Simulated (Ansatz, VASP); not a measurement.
# AlGaAs2 (CuAu-ordered zincblende type (invented)) in two plane-wave programs, part 3 of 3

Aim: how closely do two programs agree when they are given the same cell, functional and k mesh? The cell is generated by rule, not measured, and may not be a known phase. The cell is taken from a series of runs on this material, whose earlier steps may have relaxed, scaled, displaced or heated it; both programs get it as it stands.

VASP 6.6.1 and Ansatz 0.2.0.

So far: The structure; Ansatz: zone-centre phonons, PBEsol; VASP: zone-centre phonons, PBEsol.

**3. VASP: zone-centre phonons, PBEsol (continued)**

Level of this step: PBEsol; plane waves and PAW (Al, Ga_d, As); invented cell (VASP).

Numbers of over 12 decimals in the logs are rounded to 6 here.

Parts of OUTCAR (step 3):

```text
ion  position               nearest neighbor table
   1  0.000  0.000  0.000-   3 2.45   4 2.45   3 2.45   4 2.45
   2  0.500  0.500  0.500-   3 2.45   4 2.45   4 2.45   3 2.45
   3  0.000  0.500  0.250-   1 2.45   1 2.45   2 2.45   2 2.45
   4  0.500  0.000  0.750-   1 2.45   1 2.45   2 2.45   2 2.45

  LATTYP: Found a simple tetragonal cell.
 ALAT       =     4.0097788811
 C/A-ratio  =     1.4121118645

 Subroutine GETGRP returns: Found  8 space group operations
 (whereof  8 operations were pure point group operations)

The static configuration has the point symmetry D_2d.

 Found     60 irreducible k-points:

   k-points           NKPTS =     60   k-points in BZ     NKDIM =     60   number of bands    NBANDS=     19

   dimension x,y,z NGX =    30 NGY =   30 NGZ =   42
   dimension x,y,z NGXF=    60 NGYF=   60 NGZF=   84

   ENCUT  =  500.0 eV  36.75 Ry    6.06 a.u.   7.31  7.31 10.32*2*pi/ulx,y,z

   NELECT =      26.0000    total number of electrons

 k-points in reciprocal lattice and weights: Automatic mesh
   0.00000000  0.00000000  0.00000000       0.003
   0.12500000  0.00000000  0.00000000       0.010
   0.25000000  0.00000000  0.00000000       0.010
   0.37500000  0.00000000  0.00000000       0.010
   0.50000000  0.00000000  0.00000000       0.005
   0.12500000  0.12500000  0.00000000       0.010
   0.25000000  0.12500000  0.00000000       0.021
   0.37500000  0.12500000  0.00000000       0.021
   0.50000000  0.12500000  0.00000000       0.010
[...]
0.50000000  0.37500000  0.50000000       0.010
   0.50000000  0.50000000  0.50000000       0.003

 average (electrostatic) potential at core
       1 -76.1589       2 -66.0891       3 -49.8633       4 -49.8633

[...]
4.009778881  0.000000000  0.000000000     0.249390310  0.000000000  0.000000000
     0.000000000  4.009778881  0.000000000     0.000000000  0.249390310  0.000000000
     0.000000000  0.000000000  5.662256332     0.000000000  0.000000000  0.176608041

 POSITION                                       TOTAL-FORCE (eV/Angst)
 -----------------------------------------------------------------------------------
      0.00000      0.00000      0.00000         0.000000      0.000000      0.000000
      2.00489      2.00489      2.83113         0.000000     -0.000000      0.000000
      0.00000      2.00489      1.41461         0.000000      0.000000      0.008249
      2.00489      0.00000      4.24765         0.000000      0.000000     -0.008249
 -----------------------------------------------------------------------------------
    total drift:                                0.000000      0.000000      0.000000

 MACROSCOPIC STATIC DIELECTRIC TENSOR (including local field effects in DFT)
 ------------------------------------------------------
          12.702448     0.000000     0.000000
          -0.000000    12.702448     0.000000
          -0.000000     0.000000    11.957952
 ------------------------------------------------------

 PIEZOELECTRIC TENSOR (including local field effects)  for field in x, y, z        (C/m^2)
          XX          YY          ZZ          XY          YZ          ZX
  --------------------------------------------------------------------------------
  x     0.00000    -0.00000     0.00000     0.00000     0.00000     0.74824
  y     0.00000    -0.00000     0.00000     0.00000    -0.74824     0.00000
  z     0.73338    -0.73338     0.00000     0.00000     0.00000     0.00000

 BORN EFFECTIVE CHARGES (including local field effects) (in |e|, cummulative output)
 ---------------------------------------------------------------------------------
 ion    1
    1     2.00449     0.00000     0.00000
    2     0.00000     2.00449     0.00000
    3     0.00000     0.00000     2.11250
 ion    2
    1     2.26766     0.00000    -0.00000
    2     0.00000     2.26766    -0.00000
    3     0.00000     0.00000     2.21437
 ion    3
    1    -2.25334     0.00000     0.00000
    2     0.00000    -2.01880     0.00000
    3     0.00000     0.00000    -2.16343
 ion    4
    1    -2.01880     0.00000     0.00000
    2     0.00000    -2.25334     0.00000
    3     0.00000     0.00000    -2.16343

 Eigenvectors and eigenvalues of the dynamical matrix
 ----------------------------------------------------

   1 f  =   11.052575 THz    69.445374 2PiTHz  368.674203 cm-1    45.709755 meV
             X         Y         Z           dx          dy          dz
      0.000000  0.000000  0.000000     0.000000   -0.000000    0.934489
      2.004889  2.004889  2.831128     0.000000   -0.000000   -0.069800
      0.000000  2.004889  1.414606    -0.000000    0.000000   -0.246838
      2.004889  0.000000  4.247650    -0.000000    0.000000   -0.246838

   2 f  =   10.546156 THz    66.263451 2PiTHz  351.781892 cm-1    43.615376 meV
             X         Y         Z           dx          dy          dz
      0.000000  0.000000  0.000000    -0.210959    0.823358    0.000000
      2.004889  2.004889  2.831128    -0.020511    0.080052   -0.000000
      0.000000  2.004889  1.414606     0.018595   -0.498802   -0.000000
      2.004889  0.000000  4.247650     0.127802   -0.072574   -0.000000

   3 f  =   10.546156 THz    66.263451 2PiTHz  351.781892 cm-1    43.615376 meV
             X         Y         Z           dx          dy          dz
      0.000000  0.000000  0.000000     0.823358    0.210959   -0.000000
      2.004889  2.004889  2.831128     0.080052    0.020511   -0.000000
      0.000000  2.004889  1.414606    -0.072574   -0.127802    0.000000
      2.004889  0.000000  4.247650    -0.498802   -0.018595    0.000000

   4 f  =    7.440992 THz    46.753130 2PiTHz  248.204769 cm-1    30.773455 meV
             X         Y         Z           dx          dy          dz
      0.000000  0.000000  0.000000     0.000000   -0.000000   -0.131011
      2.004889  2.004889  2.831128    -0.000000    0.000000    0.844340
      0.000000  2.004889  1.414606     0.000000    0.000000   -0.367373
      2.004889  0.000000  4.247650    -0.000000   -0.000000   -0.367373

   5 f  =    7.432183 THz    46.697782 2PiTHz  247.910935 cm-1    30.737025 meV
             X         Y         Z           dx          dy          dz
      0.000000  0.000000  0.000000     0.003036   -0.069895    0.000000
      2.004889  2.004889  2.831128    -0.029736    0.684618   -0.000000
      0.000000  2.004889  1.414606     0.031162    0.098889    0.000000
      2.004889  0.000000  4.247650    -0.004295   -0.717462    0.000000

   6 f  =    7.432183 THz    46.697782 2PiTHz  247.910935 cm-1    30.737025 meV
             X         Y         Z           dx          dy          dz
      0.000000  0.000000  0.000000     0.069895    0.003036    0.000000
      2.004889  2.004889  2.831128    -0.684618   -0.029736   -0.000000
      0.000000  2.004889  1.414606     0.717462   -0.004295    0.000000
      2.004889  0.000000  4.247650    -0.098889    0.031162    0.000000

   7 f  =    6.392240 THz    40.163629 2PiTHz  213.222176 cm-1    26.436169 meV
             X         Y         Z           dx          dy          dz
      0.000000  0.000000  0.000000     0.000000    0.000000   -0.000000
      2.004889  2.004889  2.831128    -0.000000   -0.000000    0.000000
      0.000000  2.004889  1.414606     0.000000   -0.000000    0.707107
      2.004889  0.000000  4.247650     0.000000    0.000000   -0.707107

   8 f  =    2.456473 THz    15.434474 2PiTHz   81.939115 cm-1    10.159151 meV
             X         Y         Z           dx          dy          dz
      0.000000  0.000000  0.000000    -0.380768   -0.135539   -0.000000
      2.004889  2.004889  2.831128     0.462027    0.164464   -0.000000
      0.000000  2.004889  1.414606     0.393666   -0.217724   -0.000000
      2.004889  0.000000  4.247650    -0.611649    0.140130   -0.000000

   9 f  =    2.456473 THz    15.434474 2PiTHz   81.939115 cm-1    10.159151 meV
             X         Y         Z           dx          dy          dz
      0.000000  0.000000  0.000000    -0.135539    0.380768   -0.000000
      2.004889  2.004889  2.831128     0.164464   -0.462027   -0.000000
      0.000000  2.004889  1.414606     0.140130    0.611649    0.000000
      2.004889  0.000000  4.247650    -0.217724   -0.393666    0.000000

  10 f/i=    0.001205 THz     0.007570 2PiTHz    0.040186 cm-1     0.004982 meV
             X         Y         Z           dx          dy          dz
      0.000000  0.000000  0.000000    -0.036956   -0.328578    0.000000
      2.004889  2.004889  2.831128    -0.059465   -0.528708    0.000000
      0.000000  2.004889  1.414606    -0.061630   -0.547499    0.000000
      2.004889  0.000000  4.247650    -0.061578   -0.547957    0.000000

  11 f/i=    0.001205 THz     0.007570 2PiTHz    0.040186 cm-1     0.004982 meV
             X         Y         Z           dx          dy          dz
      0.000000  0.000000  0.000000     0.328578   -0.036956    0.000000
      2.004889  2.004889  2.831128     0.528708   -0.059465    0.000000
      0.000000  2.004889  1.414606     0.547957   -0.061578    0.000000
      2.004889  0.000000  4.247650     0.547499   -0.061630    0.000000

  12 f/i=    0.004916 THz     0.030889 2PiTHz    0.163984 cm-1     0.020331 meV
             X         Y         Z           dx          dy          dz
      0.000000  0.000000  0.000000     0.000000   -0.000000   -0.331008
      2.004889  2.004889  2.831128     0.000000   -0.000000   -0.531242
      0.000000  2.004889  1.414606     0.000000   -0.000000   -0.551460
      2.004889  0.000000  4.247650     0.000000   -0.000000   -0.551460

 MACROSCOPIC STATIC DIELECTRIC TENSOR IONIC CONTRIBUTION
 ------------------------------------------------------
           1.997876     0.000000     0.000000
           0.000000     1.997876    -0.000000
           0.000000    -0.000000     2.036549
 ------------------------------------------------------

 ELASTIC MODULI CONTR FROM IONIC RELAXATION (kBar)
 Direction    XX          YY          ZZ          XY          YZ          ZX
 --------------------------------------------------------------------------------
 XX        -221.9682    219.5199      1.2122      0.0000     -0.0000     -0.0000
 YY         219.5199   -221.9682      1.2122      0.0000      0.0000      0.0000
 ZZ           1.2122      1.2122     -1.2003      0.0000      0.0000      0.0000
 XY           0.0000      0.0000      0.0000      0.0000      0.0000      0.0000
 YZ          -0.0000      0.0000      0.0000      0.0000   -201.5658      0.0000
 ZX          -0.0000      0.0000      0.0000      0.0000      0.0000   -228.5087
 --------------------------------------------------------------------------------

 PIEZOELECTRIC TENSOR IONIC CONTR  for field in x, y, z        (C/m^2)
          XX          YY          ZZ          XY          YZ          ZX
  --------------------------------------------------------------------------------
  x    -0.00000     0.00000     0.00000     0.00000     0.00000    -0.62800
  y     0.00000    -0.00000     0.00000     0.00000     0.58803    -0.00000
  z    -0.62927     0.62927     0.00000     0.00000    -0.00000    -0.00000
```

The dielectric response converges more slowly with the mesh than energies do, so tensor and charges may still move on a finer one.

**4. Comparison**

Known differences besides the potentials themselves: fixed occupations in Ansatz, narrow Gaussian smearing in VASP; VASP's response is taken on the typed mesh, Ansatz refines its own for the field response alone; the data sets hold 46 valence electrons in Ansatz (on its default PAW (the set named soft_2) files) and 26 in VASP; the cutoff is 420 eV in Ansatz and 500 eV in VASP; Ansatz makes its cores anew for this functional, VASP keeps those of its PBE data sets. Total energies have different zeros and are not compared.

Compared:

```csv
quantity,Ansatz,VASP,difference
ε∞ xx,11.52,12.70,-9.27 %
ε∞ yy,11.52,12.70,-9.27 %
ε∞ zz,11.49,11.96,-3.87 %
Born charge of Al1 (mean of the diagonal) (e),2.05,2.04,+0.01
Born charge of Ga2 (mean of the diagonal) (e),2.23,2.25,-0.02
Born charge of As3 (mean of the diagonal) (e),-2.14,-2.15,+0.01
optical mode 1 to 2 (cm⁻¹),82.4,81.9,+0.59 %
optical mode 3 (cm⁻¹),212.6,213.2,-0.31 %
optical mode 4 to 5 (cm⁻¹),247.0,247.9,-0.36 %
optical mode 6 (cm⁻¹),247.2,248.2,-0.39 %
optical mode 7 to 8 (cm⁻¹),349.6,351.8,-0.61 %
optical mode 9 (cm⁻¹),367.1,368.7,-0.42 %
```

Modes are paired by rising frequency, not by their patterns, so a pair may set unlike modes beside each other; they are those without the splitting of longitudinal modes.

**5. Summary of results**

```yaml
difference_in_eps_infinity_xx_zone_centre_phonons_pbesol: -9.3 %
```

In words: The difference in ε∞ xx is -9.3 % (zone-centre phonons, PBEsol), beyond the 5 % picked in this series as the mark of a large difference. The data sets hold unlike numbers of valence electrons (46 in Ansatz and 26 in VASP), so part of the differences comes from the potentials. What causes the difference of the zone-centre phonons, PBEsol pair stays open here. Such differences can come from data sets, numerical settings and the points named under the comparisons, not from the functional's error against experiment.

[Lines on the potential files, build, host, timing and source positions are cut from VASP's logs without a mark.]

[Logs are printed without paths, hosts, clocks, repeated set-up lines and the standing remarks that a program may print on its own settings, such as how far it seeks lower states.]

[Hosts, paths, dates, database ids (printed as entryN), source tags and the programs' standing remarks are cut or masked in the printed files.]
